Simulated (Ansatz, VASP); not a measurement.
## Ta3BeH: VASP beside Ansatz

```
Ta Be H
1.0
     4.37224    0.00000    0.00000
     0.00000    4.37224    0.00000
     0.00000    0.00000    4.37224
Ta Be H
3 1 1
Direct
  0.50000 0.50000 0.00000
  0.50000 0.00000 0.50000
  0.00000 0.50000 0.50000
  0.50000 0.50000 0.50000
  0.00000 0.00000 0.00000
```

Change from the starting cell: species swapped into the BaTiO3 type (Pm-3m, No. 221).

Alike in both runs: functional PBE; k mesh 8 × 8 × 8; occupations gaussian, width 0.1 eV; no spin polarisation.

Ansatz relaxed the structure, and its values are those at the end. VASP's run is a single point on that final structure, the one shown.

```csv
,VASP,Ansatz
version,VASP 6.6.1,Ansatz 0.2.0
potentials or method,"VASP PAW PBE potentials, release 64 (Ta_pv, Be, H)","scalar-relativistic, plane waves, PAW"
plane-wave cutoff (eV),520,420
valence electrons in the cell,36,42
```

|  | VASP | Ansatz | Ansatz less VASP |
| --- | --- | --- | --- |
| gap on the k mesh at the Fermi level (eV) | none | none | - |
| pressure (GPa) | 0.0 | 0.0 | -0.04 |

A gap of «none» marks a metal or a gap that the smearing closes. With one functional, cell and mesh, what is left measures potentials, basis and numerics. The two sets of potentials don't hold the same shells in valence.

Spin-orbit coupling is left out, which matters for the levels of Ta.
